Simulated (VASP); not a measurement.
Ge (diamond) is relaxed at rising pressure, each step from the one before. Symmetry mostly holds the structure type, and other phases were not tried. The mesh follows the cell, and a change of mesh leaves a small step in the series.

Given:

```xyz
2
Lattice="0.0000 2.8380 2.8380 2.8380 0.0000 2.8380 2.8380 2.8380 0.0000" Properties=species:S:1:pos:R:3 pbc="T T T"
Ge     0.0000     0.0000     0.0000
Ge     1.4190     1.4190     1.4190
```

Level of theory: r2SCAN meta-GGA, VASP's PBE PAW potentials (set 64) (plane waves; VASP). Numerical set-up: 500 eV cut-off, 8×8×8 Γ-centred mesh, Gaussian smearing of 0.050 eV, potentials Ge_d.

```csv
P (GPa),V (Å³/atom),H − H(0) (eV/atom),space group,k-mesh
0,22.86,0.000,Fd-3m,8×8×8
5,21.52,0.691,Fd-3m,8×8×8
10,20.51,1.347,Fd-3m,8×8×8
20,19.05,2.577,Fd-3m,9×9×9
30,?,?,Fd-3m,9×9×9
45,?,?,Fd-3m,9×9×9
```

### Question
Fill in the missing entries.

### Answer

- 30, V (Å³/atom): 17.97
- 30, H − H(0) (eV/atom): 3.731
- 45, V (Å³/atom): 16.77
- 45, H − H(0) (eV/atom): 5.356

Pressures at which the relaxation failed are left out.

The compound is Ge in the diamond structure.
